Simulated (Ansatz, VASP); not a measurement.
# SnSe2: VASP beside Ansatz, part 2 of 2

Aim: how closely do two programs agree when they are given the same cell, functional and k mesh? Of the first pair: The structure shown is the end of the Ansatz relaxation below.

VASP 6.6.1 and Ansatz 0.2.0.

So far. Step 4 (Comparison): The largest component of a force difference here is 15 meV/Å. A gap on the mesh is an upper bound, since the band edges may lie between its points. Where the cell holds vacuum, a pressure given here is an average over it and none of the material.

## 5. Ansatz: relaxation, PBE with D3(BJ)

Level of this step: Ansatz beside VASP: Kohn-Sham DFT, plane waves, PBE with D3(BJ) (Ansatz).

The two programs are compared at the cell with which this relaxation starts, whose forces are those of its first step.

The structure compared here is the start of the Ansatz relaxation; VASP solves that cell, so the two are compared at the walk's first step.

Contents of input.yaml:

```yaml
crystal:
  lattice:
    - [3.87, 0.0, 0.0]
    - [-1.935, 3.3515183126, 0.0]
    - [0.0, 0.0, 46.0]
  atoms:
    - { symbol: Sn, position: [0.0, 0.0, 0.4319565218] }
    - { symbol: Se, position: [0.3333333333, 0.6666666667, 0.4663043478] }
    - { symbol: Se, position: [0.6666666667, 0.3333333333, 0.3976086956] }
    - { symbol: Sn, position: [0.0, 0.0, 0.5680434782] }
    - { symbol: Se, position: [0.6666666667, 0.3333333333, 0.6023913044] }
    - { symbol: Se, position: [0.3333333333, 0.6666666667, 0.5336956522] }
  periodic: [true, true, false]
kpoints:
  mp_grid: { grid: [6, 6, 1] }
hamiltonian:
  xc: pbe
  dispersion: d3bj
  pseudopotentials: { kind: paw, azcp: { folder: soft_1 } }
scf:
  occupations: { method: fermi_dirac, width: 0.02 }
relax:
  f_tol: 0.01
  max_steps: 100
  cell: {}
```

On the command line:

```console
> ansatz run input.yaml --threads 4 --pin off --max-ram 17510MiB --backend cpu --events-out ev --progress --plain --runs-dir out
```

Numbers of over 12 decimals in the logs are rounded to 6 here.

Log:

```text
[...]
Crystal: 6 atoms, lattice volume = 596.637 Å³
Basis set: ecut = 420 eV, 11769 PW (Γ), exchange–correlation on 54×54×640 points (8 copies of the dense FFT grid, shifted against one another)
Bands: 56, of which v1, the nominal top of the filled ones, is band 46 counted from 1 (45 counted from 0)
Symmetry: 12 space group operations
[...]
k-points: 7 of 36 (time reversal used)
[...]
- [3.823605, -2.5754552976462066e-18, 0]
    - [-1.911802, 3.311339, 0]
    - [0, 0, 46.0]
  atoms:
    - { symbol: Sn, position: [1.6064381665633016e-18, 0, 0.424653] }
    - { symbol: Se, position: [0.333333, 0.666667, 0.459432] }
    - { symbol: Se, position: [0.666667, 0.333333, 0.389875] }
    - { symbol: Sn, position: [-1.6064381665633016e-18, 0, 0.575347] }
    - { symbol: Se, position: [0.666667, 0.333333, 0.610125] }
    - { symbol: Se, position: [0.333333, 0.666667, 0.540568] }
[key lines of the parts left out:]
SCF converged after 7 iterations
Free energy (F): -33928.596813 eV
Fermi energy:    -5.627615 eV
P = ½ c Tr σ = -0.0058 N/m
```

## 6. VASP: single point, PBE with D3(BJ), start cell, pair 2

The same cell, functional, mesh and smearing now go to VASP, with its own data sets.

Contents of INCAR:

```
SYSTEM = SnSe2
PREC = Accurate
ENCUT = 400
EDIFF = 1E-06
NELM = 120
ISMEAR = -1
SIGMA = 0.02
LREAL = .FALSE.
ALGO = Normal
GGA = PE
IVDW = 12
NBANDS = 32
LORBIT = 11
LWAVE = .FALSE.
LCHARG = .FALSE.
ISIF = 2
LDIPOL = .TRUE.
IDIPOL = 3
DIPOL = 0.5 0.5 0.5
LVHAR = .TRUE.
LASPH = .TRUE.
GGA_COMPAT = .FALSE.
EFERMI = MIDGAP
NELMDL = -8
KPAR = 2
```

Contents of POSCAR:

```
SnSe2
1.0
    3.8700000000      0.0000000000      0.0000000000
   -1.9350000000      3.3515180000      0.0000000000
    0.0000000000      0.0000000000     46.0000000000
Sn Se
2 4
Direct
    0.0000000000      0.0000000000      0.4319565217
    0.0000000000      0.0000000000      0.5680434783
    0.3333333333      0.6666666667      0.4663043478
    0.6666666667      0.3333333333      0.3976086957
    0.6666666667      0.3333333333      0.6023913043
    0.3333333333      0.6666666667      0.5336956522
```

Contents of KPOINTS:

```
Automatic mesh
0
Gamma
6 6 1
0 0 0
```

The projector-augmented-wave data sets are Sn_d and Se (PBE family, release 64).

On the command line:

```console
> mpirun -np 2 vasp_std
```

Log:

```text
[... set-up lines as in an earlier step ...]
 entering main loop
       N       E                     dE             d eps       ncg     rms          rms(c)
DAV:   1     0.375298291774E+03    0.37530E+03   -0.19231E+04   560   0.107E+03
DAV:   2     0.241772015819E+02   -0.35112E+03   -0.34628E+03   616   0.256E+02
DAV:   3    -0.220808799697E+02   -0.46258E+02   -0.45604E+02   520   0.113E+02
DAV:   4    -0.239480300699E+02   -0.18672E+01   -0.18614E+01   600   0.265E+01
[...]
DAV:  22    -0.234356954850E+02   -0.57111E-05   -0.61472E-08   376   0.108E-03    0.288E-04
DAV:  23    -0.234356985430E+02   -0.30580E-05   -0.39966E-08   384   0.631E-04    0.254E-04
DAV:  24    -0.234356995343E+02   -0.99137E-06   -0.12174E-08   360   0.402E-04
   1 F= -.25187074E+02 E0= -.25187068E+02  d E =-.123446E-04
```

Parts of OUTCAR (step 6):

```text
 Edisp (eV)   -1.75137

  Total      -1.25433    -1.25433     3.02537     0.00000    -0.00000     0.00000
  in kB      -3.36831    -3.36831     8.12416     0.00000    -0.00000     0.00000
  external pressure =        0.46 kB  Pullay stress =        0.00 kB

 POSITION                                       TOTAL-FORCE (eV/Angst)
 -----------------------------------------------------------------------------------
      0.00000      0.00000     19.87000         0.000000      0.000000     -0.113917
      0.00000      0.00000     26.13000         0.000000      0.000000      0.113917
     -0.00000      2.23435     21.45000         0.000000      0.000000     -0.433383
      1.93500      1.11717     18.29000        -0.000000     -0.000000     -0.110701
      1.93500      1.11717     27.71000         0.000000     -0.000000      0.110701
     -0.00000      2.23435     24.55000        -0.000000      0.000000      0.433383
 -----------------------------------------------------------------------------------
    total drift:                               -0.000000      0.000000     -0.000000

  FREE ENERGIE OF THE ION-ELECTRON SYSTEM (eV)
  ---------------------------------------------------
  free  energy   TOTEN  =       -25.1870740939 eV

  energy  without entropy=      -25.1870617492  energy(sigma->0) =      -25.18706792

[... 1 part as in an earlier step ...]

[... 2 further parts left out ...]
[key lines of the parts left out:]
E-fermi :  -3.0938
```

## 7. Differences

What differs besides the data sets and the points named for the pairs above, as far as they apply: the data sets hold 92 valence electrons in Ansatz (on its PAW soft_1 files) and 52 in VASP. Total energies have different zeros and are not compared.

Forces (eV/Å; atoms numbered as in POSCAR):

| atom | Ansatz x, y, z | VASP x, y, z |
| --- | --- | --- |
| Sn1 | 0.000, 0.000, -0.109 | 0.000, 0.000, -0.114 |
| Sn2 | 0.000, 0.000, 0.109 | 0.000, 0.000, 0.114 |
| Se3 | 0.000, 0.000, -0.448 | 0.000, 0.000, -0.433 |
| Se4 | 0.000, 0.000, -0.097 | 0.000, 0.000, -0.111 |
| Se5 | 0.000, 0.000, 0.097 | 0.000, 0.000, 0.111 |
| Se6 | 0.000, 0.000, 0.448 | 0.000, 0.000, 0.433 |

The forces differ by 6.9 meV/Å r.m.s., which is 4.5 % of the r.m.s. force of 0.154 eV/Å (both taken over all components). Where the cell holds vacuum, a pressure given here is an average over it and none of the material.

## 8. Ansatz: relaxation, PBE with D3(BJ)

The two programs are compared at the cell with which this relaxation starts, whose forces are those of its first step.

The structure compared here is the start of the Ansatz relaxation; VASP solves that cell, so the two are compared at the walk's first step.

input.yaml, the sections that differ from step 5:

```yaml
crystal:
  lattice:
    - [3.87, 0.0, 0.0]
    - [-1.935, 3.3515183126, 0.0]
    - [0.0, 0.0, 46.0]
  atoms:
    - { symbol: Sn, position: [0.0, 0.0, 0.4319565218] }
    - { symbol: Se, position: [0.3333333333, 0.6666666667, 0.4663043478] }
    - { symbol: Se, position: [0.6666666667, 0.3333333333, 0.3976086956] }
    - { symbol: Sn, position: [0.6666666667, 0.3333333333, 0.5680434782] }
    - { symbol: Se, position: [0.0, 0.0, 0.6023913044] }
    - { symbol: Se, position: [0.3333333333, 0.6666666667, 0.5336956522] }
  periodic: [true, true, false]
# kpoints, hamiltonian, scf, relax: as in step 5
```

On the command line:

```console
> ansatz run input.yaml --threads 4 --pin off --max-ram 17510MiB --backend cpu --events-out ev --progress --plain --runs-dir out
```

Log:

```text
[...]
Crystal: 6 atoms, lattice volume = 596.637 Å³
Basis set: ecut = 420 eV, 11769 PW (Γ), exchange–correlation on 54×54×640 points (8 copies of the dense FFT grid, shifted against one another)
Bands: 56, of which v1, the nominal top of the filled ones, is band 46 counted from 1 (45 counted from 0)
Symmetry: 12 space group operations
[...]
k-points: 7 of 36
[...]
cell:  # Å, volume = 582.2725 Å³
    - [3.823129, 0, 0]
    - [-1.911564, 3.310927, 0]
    - [0, 0, 46.0]
  atoms:
    - { symbol: Sn, position: [2.880360295801174e-18, 0, 0.425408] }
    - { symbol: Se, position: [0.333333, 0.666667, 0.460220] }
    - { symbol: Se, position: [0.666667, 0.333333, 0.390612] }
    - { symbol: Sn, position: [0.666667, 0.333333, 0.574592] }
    - { symbol: Se, position: [-3.077831972032825e-18, 0, 0.609388] }
    - { symbol: Se, position: [0.333333, 0.666667, 0.539780] }
[key lines of the parts left out:]
SCF converged after 7 iterations
Free energy (F): -33928.603900 eV
Fermi energy:    -5.581859 eV
P = ½ c Tr σ = -0.0074 N/m
```

## 9. VASP: single point, PBE with D3(BJ), start cell, pair 3

The same cell, functional, mesh and smearing now go to VASP, with its own data sets.

INCAR is that of step 6.

Contents of POSCAR:

```
SnSe2
1.0
    3.8700000000      0.0000000000      0.0000000000
   -1.9350000000      3.3515180000      0.0000000000
    0.0000000000      0.0000000000     46.0000000000
Sn Se
2 4
Direct
    0.0000000995      0.0000000497      0.4319565217
    0.6666667661      0.3333333831      0.5680434783
    0.3333334328      0.6666667164      0.4663043478
    0.6666667661      0.3333333831      0.3976086957
    0.0000000995      0.0000000497      0.6023913043
    0.3333334328      0.6666667164      0.5336956522
```

KPOINTS is that of step 6.

On the command line:

```console
> mpirun -np 2 vasp_std
```

Log:

```text
[... set-up lines as in an earlier step ...]
 entering main loop
       N       E                     dE             d eps       ncg     rms          rms(c)
DAV:   1     0.370624156557E+03    0.37062E+03   -0.19285E+04   560   0.107E+03
DAV:   2     0.237526138317E+02   -0.34687E+03   -0.34112E+03   600   0.255E+02
DAV:   3    -0.222621493351E+02   -0.46015E+02   -0.45576E+02   552   0.113E+02
DAV:   4    -0.239794399364E+02   -0.17173E+01   -0.17118E+01   576   0.258E+01
[...]
DAV:  22    -0.234792244841E+02   -0.52316E-05   -0.55497E-08   344   0.918E-04    0.370E-04
DAV:  23    -0.234792286264E+02   -0.41423E-05   -0.63712E-08   360   0.695E-04    0.286E-04
DAV:  24    -0.234792293620E+02   -0.73563E-06   -0.13907E-08   352   0.444E-04
   1 F= -.25230590E+02 E0= -.25230590E+02  d E =-.579022E-07
```

From OUTCAR (step 9):

```text
 Edisp (eV)   -1.75136

  Total      -1.18223    -1.18222     2.79224    -0.00000     0.00000    -0.00000
  in kB      -3.17468    -3.17468     7.49812    -0.00000     0.00000    -0.00000
  external pressure =        0.38 kB  Pullay stress =        0.00 kB

 POSITION                                       TOTAL-FORCE (eV/Angst)
 -----------------------------------------------------------------------------------
      0.00000      0.00000     19.87000        -0.000000      0.000000     -0.147402
      1.93500      1.11717     26.13000         0.000000      0.000000      0.147402
      0.00000      2.23435     21.45000         0.000000      0.000000     -0.245849
      1.93500      1.11717     18.29000        -0.000000      0.000000     -0.125204
      0.00000      0.00000     27.71000        -0.000000      0.000000      0.125204
      0.00000      2.23435     24.55000        -0.000000      0.000000      0.245849
 -----------------------------------------------------------------------------------
    total drift:                               -0.000651     -0.000376     -0.000453

  FREE ENERGIE OF THE ION-ELECTRON SYSTEM (eV)
  ---------------------------------------------------
  free  energy   TOTEN  =       -25.2305896476 eV

  energy  without entropy=      -25.2305895897  energy(sigma->0) =      -25.23058962

[... 2 parts as in an earlier step ...]

[... 1 further part left out ...]
[key lines of the parts left out:]
E-fermi :  -3.0021
```

## 10. Comparison

What differs besides the data sets and the points named for the pairs above, as far as they apply: the data sets hold 92 valence electrons in Ansatz (on its PAW soft_1 files) and 52 in VASP. Total energies have different zeros and are not compared.

Forces (eV/Å; atoms numbered as in POSCAR):

| atom | Ansatz x, y, z | VASP x, y, z |
| --- | --- | --- |
| Sn1 | 0.000, 0.000, -0.144 | 0.000, 0.000, -0.147 |
| Sn2 | 0.000, 0.000, 0.144 | 0.000, 0.000, 0.147 |
| Se3 | 0.000, 0.000, -0.261 | 0.000, 0.000, -0.246 |
| Se4 | 0.000, 0.000, -0.111 | 0.000, 0.000, -0.125 |
| Se5 | 0.000, 0.000, 0.111 | 0.000, 0.000, 0.125 |
| Se6 | 0.000, 0.000, 0.261 | 0.000, 0.000, 0.246 |

The forces differ by 7.0 meV/Å r.m.s., which is 6.7 % of the r.m.s. force of 0.104 eV/Å (both taken over all components). Where the cell holds vacuum, a pressure given here is an average over it and none of the material.

## 11. What came out

| Property | Result |
| --- | --- |
| difference in gap on the k mesh (single point, PBE with D3(BJ), relaxed cell, pair 1) | 0.0020 eV |
| r.m.s. force difference (single point, PBE with D3(BJ), relaxed cell, pair 1) | 7.0 meV/Å |
| r.m.s. force difference (single point, PBE with D3(BJ), start cell, pair 2) | 6.9 meV/Å |
| r.m.s. force difference (single point, PBE with D3(BJ), start cell, pair 3) | 7 meV/Å |

**Reading.** The r.m.s. force difference is 7.0 meV/Å (single point, PBE with D3(BJ), relaxed cell, pair 1), within the 12 meV/Å picked in this series as the mark of a large difference. The data sets hold unlike numbers of valence electrons (92 in Ansatz and 52 in VASP), so part of the differences may come from the potentials. 3 further pairs of this series are not shown here. How closely two codes agree says nothing of how well the functional describes the real material.

[Lines on the potential files, build, host, timing and source positions are cut from VASP's logs without a mark.]

[Logs are printed without paths, hosts, clocks, repeated set-up lines and the standing remarks that a program may print on its own settings, such as how far it seeks lower states.]

[Hosts, paths, dates, database ids (printed as entryN), source tags and the programs' standing remarks are cut or masked in the printed files.]
